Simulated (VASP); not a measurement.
Output of a VASP run:

File OUTCAR:
```
 ion  position               nearest neighbor table
   1  0.000  0.000  0.000-
   2  0.202  0.500  0.500-   3 1.69   4 1.77   5 1.77   6 1.77   7 1.77
   3  0.798  0.500  0.500-   2 1.69   4 1.77   5 1.77   6 1.77   7 1.77
   4  0.500  0.202  0.500-   5 1.69   3 1.77   2 1.77   6 1.77   7 1.77
   5  0.500  0.798  0.500-   4 1.69   3 1.77   2 1.77   6 1.77   7 1.77
   6  0.500  0.500  0.202-   7 1.69   3 1.77   4 1.77   5 1.77   2 1.77
   7  0.500  0.500  0.798-   6 1.69   3 1.77   4 1.77   5 1.77   2 1.77
  LATTYP: Found a simple cubic cell.
 ALAT       =     4.2021720000
 Subroutine PRICEL returns:
 Original cell was already a primitive cell.
 Subroutine GETGRP returns: Found 48 space group operations
The static configuration has the point symmetry O_h .
The dynamic configuration has the point symmetry O_h .
 Subroutine INISYM returns: Found 48 space group operations
 Subroutine IBZKPT returns following result:
 Found    120 irreducible k-points:

 Following reciprocal coordinates:
            Coordinates               Weight
  0.000000  0.000000  0.000000      1.000000
  0.071429  0.000000  0.000000      6.000000
  0.142857  0.000000  0.000000      6.000000
  0.214286  0.000000  0.000000      6.000000
  0.285714  0.000000  0.000000      6.000000
  0.357143  0.000000  0.000000      6.000000
  0.428571  0.000000  0.000000      6.000000
  0.500000  0.000000  0.000000      3.000000
  0.071429  0.071429  0.000000     12.000000
  0.142857  0.071429  0.000000     24.000000
  0.214286  0.071429  0.000000     24.000000
  0.285714  0.071429  0.000000     24.000000
  0.357143  0.071429  0.000000     24.000000
  0.428571  0.071429  0.000000     24.000000
  0.500000  0.071429  0.000000     12.000000
  0.142857  0.142857  0.000000     12.000000
  0.214286  0.142857  0.000000     24.000000
  0.285714  0.142857  0.000000     24.000000
  0.357143  0.142857  0.000000     24.000000
  0.428571  0.142857  0.000000     24.000000
  0.500000  0.142857  0.000000     12.000000
  0.214286  0.214286  0.000000     12.000000
  0.285714  0.214286  0.000000     24.000000
  0.357143  0.214286  0.000000     24.000000
  0.428571  0.214286  0.000000     24.000000
  0.500000  0.214286  0.000000     12.000000
  0.285714  0.285714  0.000000     12.000000
  0.357143  0.285714  0.000000     24.000000
  0.428571  0.285714  0.000000     24.000000
  0.500000  0.285714  0.000000     12.000000
  0.357143  0.357143  0.000000     12.000000
  0.428571  0.357143  0.000000     24.000000
  0.500000  0.357143  0.000000     12.000000
  0.428571  0.428571  0.000000     12.000000
  0.500000  0.428571  0.000000     12.000000
  0.500000  0.500000  0.000000      3.000000
  0.071429  0.071429  0.071429      8.000000
  0.142857  0.071429  0.071429     24.000000
  0.214286  0.071429  0.071429     24.000000
  0.285714  0.071429  0.071429     24.000000
   k-points           NKPTS =    120   k-points in BZ     NKDIM =    120   number of bands    NBANDS=     18
   number of dos      NEDOS =    301   number of ions     NIONS =      7
   total plane-waves  NPLWV =  32768
   dimension x,y,z NGX =    32 NGY =   32 NGZ =   32
   dimension x,y,z NGXF=    64 NGYF=   64 NGZF=   64
   ions per type =               1   6
   PREC   = accura    normal or accurate (medium, high low for compatibility)
   ISTART =      0    job   : 0-new  1-cont  2-samecut
   ICHARG =      2    charge: 1-file 2-atom 10-const
   ISPIN  =      1    spin polarized calculation?
   LNONCOLLINEAR =      F non collinear calculations
   LSORBIT =      F    spin-orbit coupling
   INIWAV =      1    electr: 0-lowe 1-rand  2-diag
   ENCUT  =  560.0 eV  41.16 Ry    6.42 a.u.   8.11  8.11  8.11*2*pi/ulx,y,z
   NELM   =    100;   NELMIN=  2; NELMDL= -5     # of ELM steps
   EDIFF  = 0.1E-08   stopping-criterion for ELM
   LREAL  =      F    real-space projection
   NLSPLINE    = F    spline interpolate recip. space projectors
   LMAXMIX     =    2 max onsite mixed and CHGCAR
...
```

**OSZICAR**
```
       N       E                     dE             d eps       ncg     rms          rms(c)
DAV:   1     0.166558262663E+03    0.16656E+03   -0.14080E+04  4320   0.154E+03
DAV:   2    -0.428162294377E+02   -0.20937E+03   -0.20483E+03  5876   0.336E+02
DAV:   3    -0.495620734313E+02   -0.67458E+01   -0.67160E+01  6392   0.619E+01
DAV:   4    -0.498083647443E+02   -0.24629E+00   -0.24609E+00  7126   0.852E+00
DAV:   5    -0.498111897803E+02   -0.28250E-02   -0.28239E-02  6178   0.876E-01    0.977E+00
DAV:   6    -0.457367631207E+02    0.40744E+01   -0.68313E+00  5726   0.136E+01    0.507E+00
DAV:   7    -0.449695700874E+02    0.76719E+00   -0.46502E+00  5994   0.102E+01    0.142E+00
DAV:   8    -0.449864349877E+02   -0.16865E-01   -0.69460E-01  6398   0.505E+00    0.662E-01
DAV:   9    -0.449694184558E+02    0.17017E-01   -0.83472E-02  6150   0.156E+00    0.157E-01
DAV:  10    -0.449702957235E+02   -0.87727E-03   -0.14184E-02  7556   0.597E-01    0.109E-01
DAV:  11    -0.449702757049E+02    0.20019E-04   -0.13586E-03  6164   0.247E-01    0.390E-02
DAV:  12    -0.449702820761E+02   -0.63711E-05   -0.12955E-04  5354   0.768E-02    0.159E-02
DAV:  13    -0.449702859742E+02   -0.38981E-05   -0.44892E-05  6280   0.410E-02    0.601E-03
DAV:  14    -0.449702855590E+02    0.41516E-06   -0.29945E-06  5576   0.124E-02    0.245E-03
DAV:  15    -0.449702851861E+02    0.37292E-06   -0.61752E-07  6554   0.528E-03    0.692E-04
DAV:  16    -0.449702851868E+02   -0.65847E-09   -0.11693E-07  6110   0.190E-03    0.268E-04
DAV:  17    -0.449702851713E+02    0.15504E-07   -0.61253E-09  7024   0.547E-04    0.581E-05
DAV:  18    -0.449702851762E+02   -0.49297E-08   -0.45068E-10  3694   0.127E-04    0.280E-05
DAV:  19    -0.449702851807E+02   -0.45213E-08   -0.92564E-11  3298   0.675E-05    0.103E-05
DAV:  20    -0.449702851824E+02   -0.16430E-08   -0.30725E-11  3200   0.346E-05    0.569E-06
DAV:  21    -0.449702851830E+02   -0.65393E-09   -0.11415E-11  3234   0.214E-05
   1 F= -.44970285E+02 E0= -.44969695E+02  d E =-.117975E-02
```

OUTCAR:
```
------------------------ aborting loop because EDIFF is reached ----------------------------------------
  FORCE on cell =-STRESS in cart. coord.  units (eV):
  Direction    XX          YY          ZZ          XY          YZ          ZX
  --------------------------------------------------------------------------------------
  Total       -2.5827906     -2.5827906     -2.5827906      0.0000000      0.0000000      0.0000000
  in kB      -55.7671323    -55.7671323    -55.7671323      0.0000000      0.0000000      0.0000000
  external PRESSURE =     -55.7671323 kB  Pullay stress =       0.0000000 kB
  volume of cell :       74.20
      direct lattice vectors                 reciprocal lattice vectors
     4.202172000  0.000000000  0.000000000     0.237972172  0.000000000  0.000000000
     0.000000000  4.202172000  0.000000000     0.000000000  0.237972172  0.000000000
     0.000000000  0.000000000  4.202172000     0.000000000  0.000000000  0.237972172
 POSITION                                       TOTAL-FORCE (eV/Angst)
 -----------------------------------------------------------------------------------
      0.00000      0.00000      0.00000         0.000000     -0.000000      0.000000
      0.84749      2.10109      2.10109         0.213554     -0.000000      0.000000
      3.35468      2.10109      2.10109        -0.213554     -0.000000     -0.000000
      2.10109      0.84749      2.10109         0.000000      0.213554     -0.000000
      2.10109      3.35468      2.10109         0.000000     -0.213554      0.000000
      2.10109      2.10109      0.84749         0.000000      0.000000      0.213554
      2.10109      2.10109      3.35468         0.000000     -0.000000     -0.213554
 -----------------------------------------------------------------------------------
    total drift:                                0.000000     -0.000000     -0.000000
  FREE ENERGIE OF THE ION-ELECTRON SYSTEM (eV)
  ---------------------------------------------------
  free  energy   TOTEN  =       -44.9702851830 eV

  energy  without entropy=      -44.9691054321  energy(sigma->0) =      -44.96969531
```
(Selected blocks of OUTCAR.)

POSCAR:
```
CaB6
1
    4.2021720000     0.0000000000     0.0000000000
    0.0000000000     4.2021720000     0.0000000000
    0.0000000000     0.0000000000     4.2021720000
Ca B
1 6
Direct
  0.0000000000   0.0000000000   0.0000000000
  0.2016800000   0.5000000000   0.5000000000
  0.7983200000   0.5000000000   0.5000000000
  0.5000000000   0.2016800000   0.5000000000
  0.5000000000   0.7983200000   0.5000000000
  0.5000000000   0.5000000000   0.2016800000
  0.5000000000   0.5000000000   0.7983200000
```

### Question
Write an INCAR and KPOINTS that could have produced this output.

### Answer
This is not unique; one that fits is the input of the run itself, PBE GGA, plane waves, VASP's PBE PAW potentials (set 64).

File KPOINTS:
```
kpoints
0
G
  14 14 14
0 0 0
```

**INCAR**
```
# general
SYSTEM=CaB6
PREC  =Accurate
ENCUT =560   # plane-wave cut-off (eV)
LREAL =.FALSE.   # projection in real space or not
LASPH =.TRUE.

# electronic loop
EDIFF =1E-09   # SCF stop (eV)
NELM  =100   # most electronic steps
ALGO  =Normal

# smearing
ISMEAR=0   # Gaussian
SIGMA =0.136   # width (eV)

# functional
GGA   =PE   # PBE

# ions
ISIF  =2   # forces and stress, cell fixed

# output
LWAVE =.FALSE.
LCHARG=.FALSE.
```

POTCAR, in this order: Ca_sv B (PBE.64 set). Program: vasp_std.

The structure comes from a computed database's CaB6 entry; how it stands against other phases isn't given here. The cell was not relaxed at this level. The run is one of a series of settings (EDIFF = 1E-09, ENCUT = 560, KPOINTS 14×14×14 Γ-centred mesh against the base run), some of them coarse on purpose.
